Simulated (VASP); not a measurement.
# Zn16SeS15 (a cell with a defect) (Wurtzite-2H) in VASP: notebook, part 2 of 2

VASP 6.6.1. Earlier steps stand in the parts before.

### 3 Single point, PBE (S vacancy, charge +2, ions relaxed)

File INCAR:

```
SYSTEM = Zn16S15
PREC = Accurate
ENCUT = 520
EDIFF = 1E-6
ISMEAR = -1
SIGMA = 0.01
LREAL = Auto
LASPH = .TRUE.
NELM = 100
ALGO = Fast
ISIF = 2
LWAVE = .FALSE.
LCHARG = .FALSE.
GGA = PE
NELECT = 280.0
NBANDS = 162
```

File KPOINTS:

```
Automatic mesh
0
G
  3 3 2
  0 0 0
```

File POSCAR:

```
Zn16S15
1.0
    7.6220000000      0.0000000000      0.0000000000
   -3.8110000000      6.6008456276      0.0000000000
    0.0000000000      0.0000000000     12.4680000000
Zn S
16 15
Direct
    0.1666666667      0.3333333333     -0.0438239039
    0.1666666667      0.3333333333      0.5046762464
    0.1621306566      0.8310653283     -0.0027252134
    0.1645933882      0.8322966941      0.5070699787
    0.6689346717      0.3378693434     -0.0027252134
    0.6677033059      0.3354066118      0.5070699787
    0.6689346717      0.8310653283     -0.0027252134
    0.6677033059      0.8322966941      0.5070699787
    0.3630380423      0.1369619577      0.2648917251
    0.3347449674      0.1652550326      0.7498704161
    0.3630380423      0.7260760845      0.2648917251
    0.3347449674      0.6694899347      0.7498704161
    0.7739239155      0.1369619577      0.2648917251
    0.8305100653      0.1652550326      0.7498704161
    0.8333333333      0.6666666667      0.2632501855
    0.8333333333      0.6666666667      0.7503545239
    0.1666666667      0.3333333333      0.6908615720
    0.1587397655      0.8293698827      0.1869025405
    0.1664203650      0.8332101825      0.6914085400
    0.6706301173      0.3412602345      0.1869025405
    0.6667898175      0.3335796350      0.6914085400
    0.6706301173      0.8293698827      0.1869025405
    0.6667898175      0.8332101825      0.6914085400
    0.3330833809      0.1669166191      0.4419212050
    0.3360286140      0.1639713860      0.9403281619
    0.3330833809      0.6661667617      0.4419212050
    0.3360286140      0.6720572280      0.9403281619
    0.8338332383      0.1669166191      0.4419212050
    0.8279427720      0.1639713860      0.9403281619
    0.8333333333      0.6666666667      0.4447489076
    0.8333333333      0.6666666667      0.9384304070
```

Potentials or basis: VASP PAW PBE potentials, release 64 (Zn, S).

Run with:

```console
> cat potpaw_PBE.64/Zn/POTCAR potpaw_PBE.64/S/POTCAR > POTCAR
> mpirun -np 1 vasp_std > vasp.out
```

OUTCAR:

```text
SYSTEM = Zn16S15
   PREC = Accurate
   ENCUT = 520
   EDIFF = 1E-6
   ISMEAR = -1
   LREAL = Auto
   LASPH = .TRUE.
   NELM = 100
   ISIF = 2
   GGA = PE
   NELECT = 280.0

 ion  position               nearest neighbor table
   1  0.167  0.333  0.956-  25 2.24  27 2.24  29 2.24
   2  0.167  0.333  0.505-  17 2.32  26 2.33  24 2.33  28 2.33
   3  0.162  0.831  0.997-  31 2.29  25 2.31  27 2.31  18 2.36
   4  0.165  0.832  0.507-  19 2.30  30 2.32  24 2.35  26 2.35
   5  0.669  0.338  0.997-  31 2.29  29 2.31  25 2.31  20 2.36
   6  0.668  0.335  0.507-  21 2.30  30 2.32  24 2.35  28 2.35
   7  0.669  0.831  0.997-  31 2.29  29 2.31  27 2.31  22 2.36
   8  0.668  0.832  0.507-  23 2.30  30 2.32  28 2.35  26 2.35
   9  0.363  0.137  0.265-  24 2.24  18 2.28  20 2.28
  10  0.335  0.165  0.750-  19 2.31  21 2.31  17 2.34  25 2.37
  11  0.363  0.726  0.265-  26 2.24  18 2.28  22 2.28
  12  0.335  0.669  0.750-  23 2.31  19 2.31  17 2.34  27 2.37
  13  0.774  0.137  0.265-  28 2.24  22 2.28  20 2.28
  14  0.831  0.165  0.750-  23 2.31  21 2.31  17 2.34  29 2.37
  15  0.833  0.667  0.263-  30 2.26  22 2.35  20 2.35  18 2.35
  16  0.833  0.667  0.750-  23 2.32  21 2.32  19 2.32  31 2.34
[... 252 lines left out ...]
      1     -11.3905      2.00000
      2     -10.9426      2.00000
      3     -10.9201      2.00000
      4     -10.6786      2.00000
      5     -10.6786      2.00000
      6     -10.3699      2.00000
[... 919 lines left out ...]
    151       6.8296      0.00000
    152       6.9114      0.00000
 [bands above 152 left out]

------------------------ aborting loop because EDIFF is reached ----------------------------------------

  FORCE on cell =-STRESS in cart. coord.  units (eV):
  Direction    XX          YY          ZZ          XY          YZ          ZX
  --------------------------------------------------------------------------------------
  -------------------------------------------------------------------------------------
  Total       -1.4909698     -1.4909698     -1.5875183      0.0000000     -0.0000000      0.0000000
  in kB       -3.8081507     -3.8081507     -4.0547492      0.0000000     -0.0000000      0.0000000
  external PRESSURE =      -3.8903502 kB  Pullay stress =       0.0000000 kB

 VOLUME and BASIS-vectors are now :
 -----------------------------------------------------------------------------
  energy-cutoff  :      520.00
  volume of cell :      627.29
      direct lattice vectors                 reciprocal lattice vectors
     7.622000000  0.000000000  0.000000000     0.131199160  0.075747871  0.000000000
    -3.811000000  6.600845628  0.000000000     0.000000000  0.151495741  0.000000000
     0.000000000  0.000000000 12.468000000     0.000000000  0.000000000  0.080205326

 POSITION                                       TOTAL-FORCE (eV/Angst)
 -----------------------------------------------------------------------------------
      0.00000      2.20028     11.92160         0.000000     -0.000000      0.004571
      0.00000      2.20028      6.29230        -0.000000     -0.000000      0.003300
     -1.93143      5.48573     12.43402        -0.002255     -0.001302     -0.005044
     -1.91735      5.49386      6.32215         0.002789      0.001610      0.004784
      3.81100      2.23022     12.43402        -0.000000      0.002603     -0.005044
      3.81100      2.21397      6.32215         0.000000     -0.003220      0.004784
[... 23 lines left out ...]
      3.81100      4.40056      5.54513        -0.000000     -0.000000     -0.006055
      3.81100      4.40056     11.70035        -0.000000     -0.000000      0.006410
 -----------------------------------------------------------------------------------
    total drift:                                0.000004     -0.000004      0.006764

  FREE ENERGIE OF THE ION-ELECTRON SYSTEM (eV)
  ---------------------------------------------------
  free  energy   TOTEN  =      -107.9237231187 eV

  energy  without entropy=     -107.9237231187  energy(sigma->0) =     -107.92372312
```

OSZICAR:

```text
N       E                     dE             d eps       ncg     rms          rms(c)
DAV:   1     0.280063017811E+04    0.28006E+04   -0.12262E+05  1944   0.209E+03
DAV:   2     0.443386676554E+03   -0.23572E+04   -0.22908E+04  1944   0.532E+02
DAV:   3    -0.643986755445E+02   -0.50779E+03   -0.48785E+03  2052   0.204E+02
DAV:   4    -0.113228852263E+03   -0.48830E+02   -0.48413E+02  2176   0.637E+01
[... 13 lines left out ...]
RMM:  18    -0.107923766103E+03    0.60406E-04   -0.60369E-05  2317   0.233E-02    0.241E-01
RMM:  19    -0.107923731202E+03    0.34902E-04   -0.17765E-04  2611   0.332E-02    0.654E-02
RMM:  20    -0.107923725041E+03    0.61608E-05   -0.15517E-05  2129   0.849E-03    0.423E-02
RMM:  21    -0.107923723935E+03    0.11061E-05   -0.41620E-06  1639   0.416E-03    0.279E-02
RMM:  22    -0.107923723119E+03    0.81593E-06   -0.53488E-06  1793   0.653E-03
   1 F= -.10792372E+03 E0= -.10792372E+03  d E =-.351937E-11
```

Wall time 13 min (1 thread of Intel Xeon 6975P-C (Granite Rapids), shared host); peak memory 0.93 GiB.

Results:

| Property | Result |
| --- | --- |
| Free energy | -107.9237 eV |
| Largest force | 0.011 eV/Å |
| Band gap on the k mesh | 1.33 eV, direct |

Forces on the atoms (eV/Å):
```
Zn   0.000  0.000  0.005
Zn   0.000  0.000  0.003
Zn  -0.002 -0.001 -0.005
Zn   0.003  0.002  0.005
Zn   0.000  0.003 -0.005
Zn   0.000 -0.003  0.005
Zn   0.002 -0.001 -0.005
Zn  -0.003  0.002  0.005
Zn   0.002 -0.001 -0.005
Zn   0.001  0.000 -0.001
Zn   0.000  0.003 -0.005
Zn   0.000  0.001 -0.001
Zn  -0.002 -0.001 -0.005
Zn  -0.001  0.000 -0.001
Zn   0.000  0.000 -0.001
Zn   0.000  0.000 -0.001
S    0.000  0.000  0.003
S   -0.003 -0.002 -0.009
S    0.001  0.001  0.004
S    0.000  0.004 -0.009
S    0.000 -0.001  0.004
S    0.003 -0.002 -0.009
S   -0.001  0.001  0.004
S   -0.004  0.002  0.001
S    0.008 -0.005  0.006
S    0.000 -0.005  0.001
S    0.000  0.009  0.006
S    0.004  0.002  0.001
S   -0.008 -0.005  0.006
S    0.000  0.000 -0.006
S    0.000  0.000  0.006
```

Caveat: the cell carries a net charge on a neutralising background, which shifts energy and pressure; the cell is charged against a uniform background, so pressure and absolute levels hang on convention.
